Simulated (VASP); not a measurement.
# NiF (F-43m) in VASP: a series of runs, part 2 of 2

VASP 6.6.1. The steps go on from the part before.

### 4 Relaxation of cell and atoms, LDA, collinear spin, ferromagnetic start, target pressure 5 GPa, at which the enthalpy is minimised

INCAR

```
SYSTEM = NiF
ALGO     = Fast           ! electronic algorithm
EDIFF    = 1E-6           ! SCF threshold, eV
EDIFFG   = -0.01          ! ionic threshold
ENCUT    = 600            ! plane-wave cutoff, eV
GGA      = CA             ! functional
IBRION   = 2              ! ionic algorithm
ISIF     = 3              ! what is computed and relaxed
ISMEAR   = -1             ! smearing method
ISPIN    = 2              ! spin polarisation
LASPH    = .True.         ! aspherical terms in the spheres
LCHARG   = .False.        ! write CHGCAR
LMAXMIX  = 4              ! l up to which the mixer works
LORBIT   = 11             ! projections on sites
LREAL    = .False.        ! projectors in reciprocal space
LWAVE    = .False.        ! write WAVECAR
MAGMOM   = 1 0            ! initial moments
NELM     = 100            ! most SCF steps
NSW      = 40             ! ionic steps
PREC     = Accurate       ! precision mode
PSTRESS  = 50           
SIGMA    = 0.05           ! smearing width, eV
```

KPOINTS

```
k-points
0
Gamma
  7 7 7
  0 0 0
```

POSCAR

```
NiF
1.0
    0.0000000000      2.3348415800      2.3348415800
    2.3348415800      0.0000000000      2.3348415800
    2.3348415800      2.3348415800      0.0000000000
Ni F
1 1
Direct
    0.0000000000      0.0000000000      0.0000000000
    0.7500000000      0.7500000000      0.7500000000
```

Potentials or basis: VASP PAW LDA potentials, release 64 (Ni, F).

Command:

```
$ cat potpaw_LDA.64/Ni/POTCAR potpaw_LDA.64/F/POTCAR > POTCAR
$ mpirun -np 1 vasp_std > vasp.out
```

OUTCAR:

```text
SYSTEM = NiF
   EDIFF = 1E-6
   EDIFFG = -0.01
   ENCUT = 600
   GGA = CA
   IBRION = 2
   ISIF = 3
   ISMEAR = -1
   ISPIN = 2
   LASPH = .True.
   LORBIT = 11
   LREAL = .False.
   NELM = 100
   NSW = 40
   PREC = Accurate
   PSTRESS = 50

 ion  position               nearest neighbor table
   1  0.000  0.000  0.000-   2 2.02   2 2.02   2 2.02   2 2.02
   2  0.750  0.750  0.750-   1 2.02   1 2.02   1 2.02   1 2.02

  LATTYP: Found a face centered cubic cell.
 ALAT       =     4.6696831600

  Lattice vectors:

 A1 = (   0.0000000000,   2.3348415800,   2.3348415800)
 A2 = (   2.3348415800,   0.0000000000,   2.3348415800)
 A3 = (   2.3348415800,   2.3348415800,   0.0000000000)

Analysis of symmetry for initial positions (statically):
=====================================================================
 Subroutine PRICEL returns:
 Original cell was already a primitive cell.
[... 914 lines left out ...]
  ext. energy  EPLUGINS =         0.00000000
  ---------------------------------------------------
  free energy    TOTEN  =        -9.61426953 eV

  energy without entropy =       -9.58166752  energy(sigma->0) =       -9.59796852

 E-fermi :   5.4986     XC(G=0): -11.5283

 val. band max:        5.4814231573   @ k =  -0.4286   0.2857   0.0000
 cond. band min:       5.5080933461   @ k =  -0.1429   0.1429   0.0000
 fundamental gap:      0.0266701888
 Fermi energy:         5.4985741278

 spin component 1

 k-point     1 :       0.0000    0.0000    0.0000
  band No.  band energies     occupation
      1     -20.6578      1.00000
      2      -2.6759      1.00000
      3      -2.6759      1.00000
      4      -2.6759      1.00000
      5       3.2963      1.00000
      6       3.7929      1.00000
      7       3.7929      1.00000
      8       4.9011      0.99999
      9       4.9011      0.99999
     10       4.9011      0.99999
     11      18.8553      0.00000
[... 660 lines left out ...]
  energy  without entropy=       -9.5816675167  energy(sigma->0) =       -9.59796852

  enthalpy is  TOTEN    =        -8.8880403855 eV   P V=        0.7262291421

 reached required accuracy - stopping structural energy minimisation

 total charge

# of ion       s       p       d       tot
------------------------------------------
    1        0.283   0.340   8.465   9.088
    2        1.732   4.324   0.000   6.056
--------------------------------------------------
tot          2.015   4.664   8.465  15.144

 magnetization (x)

# of ion       s       p       d       tot
------------------------------------------
    1       -0.001   0.001   1.070   1.070
    2        0.000   0.087   0.000   0.087
--------------------------------------------------
tot         -0.001   0.088   1.070   1.157
```

OSZICAR:

```text
N       E                     dE             d eps       ncg     rms          rms(c)
DAV:   1     0.116637222084E+03    0.11664E+03   -0.95790E+03  1048   0.175E+03
[... 32 lines left out ...]
RMM:   4    -0.961546916480E+01    0.58429E-02   -0.68454E-03  1042   0.130E+00    0.278E-01
RMM:   5    -0.961443224194E+01    0.10369E-02   -0.18164E-03  1072   0.561E-01    0.177E-01
RMM:   6    -0.961434011319E+01    0.92129E-04   -0.32814E-04  1089   0.185E-01    0.733E-02
RMM:   7    -0.961426510332E+01    0.75010E-04   -0.15822E-04  1098   0.123E-01    0.199E-02
RMM:   8    -0.961427662820E+01   -0.11525E-04   -0.63517E-05  1102   0.730E-02    0.216E-02
RMM:   9    -0.961426920372E+01    0.74245E-05   -0.15574E-05  1055   0.471E-02    0.569E-03
RMM:  10    -0.961426952755E+01   -0.32383E-06   -0.54886E-06   828   0.225E-02
   3 F= -.88880404E+01 E0= -.88717394E+01  d E =-.695597E-01  mag=     1.1345
```

CONTCAR:

```text
NiF
   1.00000000000000
     0.0000000000000000    2.2660078927481666    2.2660078927481666
     2.2660078927481666    0.0000000000000000    2.2660078927481666
     2.2660078927481666    2.2660078927481666    0.0000000000000000
  Ni              F
     1     1
Direct
     0.0000000000000000    0.0000000000000000    0.0000000000000000
     0.7500000000000000    0.7500000000000000    0.7500000000000000

  0.00000000E+00  0.00000000E+00  0.00000000E+00
  0.00000000E+00  0.00000000E+00  0.00000000E+00
```

It took 22 s on 1 thread of Intel Xeon 6975P-C (Granite Rapids), shared host; peak memory 0.16 GiB.

What came out:

| Property | Result |
| --- | --- |
| Free energy | -9.6143 eV |
| Relaxed volume | 11.64 Å³/atom |
| Relaxed cell | a = 3.205 Å, b = 3.205 Å, c = 3.205 Å, α = 60.00°, β = 60.00°, γ = 60.00° |
| Space group after relaxing (to 0.05 Å) | F-43m (No. 216) |
| Energy change on relaxing (the enthalpy is what falls) | -0.7 meV/atom |
| Ionic steps | 3 |
| Pressure after relaxing | 4.9 GPa |
| Band gap on the k mesh | none (metal or under the smearing width) |
| Net moment | 1.13 μB per cell |
| Site moments | Ni +1.07; F +0.09 μB |
| Valence electrons inside the program's atomic spheres | Ni 9.09; F 6.06 |

Step by step:
```
step  energy change (eV)  largest force (eV/Å)  pressure (GPa)  volume (Å³)
   1              0.0000                0.0000           -4.37        25.46
   2              0.0168                0.0000            7.75        22.81
   3             -0.0013                0.0000            4.94        23.27
```

Final structure:
```
CELL_PARAMETERS angstrom
0.00000 2.26601 2.26601
2.26601 0.00000 2.26601
2.26601 2.26601 0.00000
ATOMIC_POSITIONS crystal
Ni 0.00000 0.00000 0.00000
F 0.75000 0.75000 0.75000
```

Caveat: the cell is relaxed towards a set pressure, so the enthalpy falls and the energy may rise; a cell with one magnetic atom can't hold antiferromagnetic order, which such compounds often take; semilocal functionals often make such compounds metallic where correlation or magnetic order opens a gap, which also shifts bond lengths. With open d or f shells a metallic result of LDA can be an artefact of self-interaction; +U or a hybrid may open a gap.

### 5 Relaxation of cell and atoms, LDA, collinear spin, ferromagnetic start, target pressure 10 GPa, at which the enthalpy is minimised

Edit INCAR of step 4 so:

```diff
@@ -20,3 +20,3 @@
 PREC     = Accurate       ! precision mode
-PSTRESS  = 50           
+PSTRESS  = 100          
 SIGMA    = 0.05           ! smearing width, eV
```

KPOINTS is that of step 4.

POSCAR is that of step 4.

Command:

```
$ cat potpaw_LDA.64/Ni/POTCAR potpaw_LDA.64/F/POTCAR > POTCAR
$ mpirun -np 1 vasp_std > vasp.out
```

Wall time 22 s (1 thread of Intel Xeon 6975P-C (Granite Rapids), shared host); peak memory 0.16 GiB.

It converged, with:

* Free energy: -9.5762 eV
* Relaxed volume: 11.22 Å³/atom
* Relaxed cell: a = 3.166 Å, b = 3.166 Å, c = 3.166 Å, α = 60.00°, β = 60.00°, γ = 60.00°
* Space group after relaxing (to 0.05 Å): F-43m (No. 216)
* Energy change on relaxing (the enthalpy is what falls): +18.4 meV/atom
* Ionic steps: 3
* Pressure after relaxing: 10.0 GPa
* Band gap on the k mesh: none (metal or under the smearing width)
* Net moment: 1.12 μB per cell
* Site moments: Ni +1.05; F +0.09 μB
* Valence electrons inside the program's atomic spheres: Ni 9.14; F 6.07

The path:
| step | energy change (eV) | largest force (eV/Å) | pressure (GPa) | volume (Å³) |
| --- | --- | --- | --- | --- |
| 1 | 0.0000 | 0.0000 | -4.37 | 25.46 |
| 2 | 0.1188 | 0.0000 | 17.38 | 21.48 |
| 3 | 0.0367 | 0.0000 | 10.01 | 22.45 |

Final structure:
```xyz
2
Lattice="0.0000 2.2390 2.2390 2.2390 0.0000 2.2390 2.2390 2.2390 0.0000" Properties=species:S:1:pos:R:3 pbc="T T T"
Ni    0.0000    0.0000    0.0000
F     3.3585    3.3585    3.3585
```

Levels at points of the mesh, in eV from the Fermi level:
Spin up:
```tsv
k point	band 7	band 8	band 9	band 10	band 11	band 12
(0.00, 0.00, 0.00)	-1.76	-0.56	-0.56	-0.56	13.61	13.61
```
Spin down:
```csv
k point,band 5,band 6,band 7,band 8,band 9,band 10,band 11,band 12
"(0.00, 0.00, 0.00)",-2.16,-0.99,-0.99,0.47,0.47,0.47,13.74,13.74
```

Caveat: the cell is relaxed towards a set pressure, so the enthalpy falls and the energy may rise; a cell with one magnetic atom can't hold antiferromagnetic order, which such compounds often take; semilocal functionals often make such compounds metallic where correlation or magnetic order opens a gap, which also shifts bond lengths.

### 6 Relaxation of cell and atoms, LDA, collinear spin, ferromagnetic start, target pressure 20 GPa, at which the enthalpy is minimised

Edit INCAR of step 5 so:

```diff
@@ -20,3 +20,3 @@
 PREC     = Accurate       ! precision mode
-PSTRESS  = 100          
+PSTRESS  = 200          
 SIGMA    = 0.05           ! smearing width, eV
```

KPOINTS is that of step 5.

POSCAR is that of step 5.

Potentials or basis: VASP PAW LDA potentials, release 64 (Ni, F).

Command:

```
$ cat potpaw_LDA.64/Ni/POTCAR potpaw_LDA.64/F/POTCAR > POTCAR
$ mpirun -np 1 vasp_std > vasp.out
```

It took 37 s on 1 thread of Intel Xeon 6975P-C (Granite Rapids), shared host; peak memory 0.16 GiB.

The run converged. Its results:

```
Free energy                                            : -9.4599 eV
Relaxed volume                                         : 10.59 Å³/atom
Relaxed cell                                           : a = 3.106 Å, b = 3.106 Å, c = 3.106 Å, α = 60.00°, β = 60.00°, γ = 60.00°
Space group after relaxing (to 0.05 Å)                 : F-43m (No. 216)
Energy change on relaxing (the enthalpy is what falls) : +76.5 meV/atom
Ionic steps                                            : 6
Pressure after relaxing                                : 19.9 GPa
Band gap on the k mesh                                 : none (metal or under the smearing width)
Net moment                                             : 1.10 μB per cell
Site moments                                           : Ni +1.03; F +0.09 μB
Valence electrons inside the program's atomic spheres  : Ni 9.25; F 6.09
```

The path:
```csv
step,energy change (eV),largest force (eV/Å),pressure (GPa),volume (Å³)
1,0.0000,0.0000,-4.37,25.46
2,0.6016,0.0000,47.34,18.97
3,0.1472,0.0000,19.53,21.23
4,0.1571,0.0000,20.33,21.15
5,0.1494,0.0000,19.64,21.21
6,0.1530,0.0000,19.89,21.18
```

Final structure:
```cif
data_structure
_symmetry_space_group_name_H-M 'P 1'
_symmetry_Int_Tables_number 1
_cell_length_a 3.1058
_cell_length_b 3.1058
_cell_length_c 3.1058
_cell_angle_alpha 60.000
_cell_angle_beta 60.000
_cell_angle_gamma 60.000
_cell_volume 21.18
loop_
_atom_site_label
_atom_site_type_symbol
_atom_site_fract_x
_atom_site_fract_y
_atom_site_fract_z
_atom_site_occupancy
Ni1 Ni 0.00000 0.00000 0.00000 1
F1 F 0.75000 0.75000 0.75000 1
```

Levels at points of the mesh, in eV from the Fermi level:
Spin up:
| k point | band 5 | band 6 | band 7 | band 8 | band 9 | band 10 | band 11 | band 12 | band 13 |
| --- | --- | --- | --- | --- | --- | --- | --- | --- | --- |
| (0.00, 0.00, 0.00) | -2.26 | -1.86 | -1.86 | -0.48 | -0.48 | -0.48 | 14.03 | 14.03 | 14.03 |
Spin down:
```tsv
k point	band 5	band 6	band 7	band 8	band 9	band 10	band 11	band 12
(0.00, 0.00, 0.00)	-2.20	-1.09	-1.09	0.52	0.52	0.52	14.15	14.15
```

Caveat: the cell is relaxed towards a set pressure, so the enthalpy falls and the energy may rise; the volume moved by over 15 % at a fixed basis, so the end points are rough; a cell with one magnetic atom can't hold antiferromagnetic order, which such compounds often take; semilocal functionals often make such compounds metallic where correlation or magnetic order opens a gap, which also shifts bond lengths.

### 7 For comparison

An earlier run on the cell as given: functional PBE; potentials or basis VASP PAW PBE potentials, release 64 (Ni, F); cutoff 520 eV; k mesh 10 × 10 × 10; occupations fermi-dirac, width 0.05 eV; collinear spin, ferromagnetic start; starting moments [1.0, 0.0] μB.

- Pressure: 7.3 GPa
- Band gap on the k mesh: none (metal or under the smearing width)
- Net moment: 1.16 μB per cell
- Site moments: Ni +1.13; F +0.07 μB
- Valence electrons inside the program's atomic spheres: Ni 8.94; F 6.07

### 8 Summary

| task | level | potentials or basis | cell | k mesh | cutoff (eV) | target pressure | gap on the mesh (eV) | pressure (GPa) | moment (μB) |
| --- | --- | --- | --- | --- | --- | --- | --- | --- | --- |
| relaxation of cell and atoms | LDA | VASP PAW LDA potentials, release 64 (Ni, F) | relaxed | 7 × 7 × 7 | 600 | - | none | 0.0 | 1.15 |
| relaxation of cell and atoms | LDA | VASP PAW LDA potentials, release 64 (Ni, F) | relaxed to 2 GPa | 7 × 7 × 7 | 600 | 2 GPa | none | 1.9 | 1.14 |
| relaxation of cell and atoms | LDA | VASP PAW LDA potentials, release 64 (Ni, F) | relaxed to 5 GPa | 7 × 7 × 7 | 600 | 5 GPa | none | 4.9 | 1.13 |
| relaxation of cell and atoms | LDA | VASP PAW LDA potentials, release 64 (Ni, F) | relaxed to 10 GPa | 7 × 7 × 7 | 600 | 10 GPa | none | 10.0 | 1.12 |
| relaxation of cell and atoms | LDA | VASP PAW LDA potentials, release 64 (Ni, F) | relaxed to 20 GPa | 7 × 7 × 7 | 600 | 20 GPa | none | 19.9 | 1.10 |
| single point | PBE | VASP PAW PBE potentials, release 64 (Ni, F) | as given | 10 × 10 × 10 | 520 | - | none | 7.3 | 1.16 |

Alike in all rows: spin collinear, ferromagnetic start; smearing fermi-dirac 0.05 eV.

Caveats: a cell with one magnetic atom can't hold antiferromagnetic order, which such compounds often take; semilocal functionals often make such compounds metallic where correlation or magnetic order opens a gap, which also shifts bond lengths; the cell is relaxed towards a set pressure, so the enthalpy falls and the energy may rise (some runs); the volume moved by over 15 % at a fixed basis, so the end points are rough (some runs).

Absolute energies hang on the potentials; compare differences alone.
